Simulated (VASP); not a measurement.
Energy against volume of BAs (zinc blende). Computed with optB86b-vdW, VASP's PBE PAW potentials (set 64) (plane waves; VASP).

```json
[
 {"V (Å³/atom)": "13.068", "E (eV/atom)": "-4.65688"},
 {"V (Å³/atom)": "13.485", "E (eV/atom)": "-4.67473"},
 {"V (Å³/atom)": "13.902", "E (eV/atom)": "-4.68034"},
 {"V (Å³/atom)": "14.319", "E (eV/atom)": "-4.67546"},
 {"V (Å³/atom)": "14.736", "E (eV/atom)": "-4.66159"}
]
```

### Question
Fit a third-order Birch-Murnaghan equation of state.

### Answer

```json
{
 "volume_per_atom": "13.91 Å^3/atom",
 "bulk_modulus": "134 GPa",
 "pressure_derivative_of_the_bulk_modulus": "4.14",
 "lattice_constant_a": "4.809 Å"
}
```

Measured: bulk modulus 142 GPa (computed value off by -5.7 %), as given by PMC11618452 (zinc blende boron arsenide), quoting Tian et al.; a 4.777 Å (computed value off by +0.7 %), as given by M J Lucero et al., Journal of Physics Condensed Matter (2012), arXiv:1111.4515. The calculation is for a static lattice, while the measured bulk modulus, a hold thermal and zero-point effects, which are part of the difference.

The compound is BAs in the zinc blende structure. It was relaxed first.
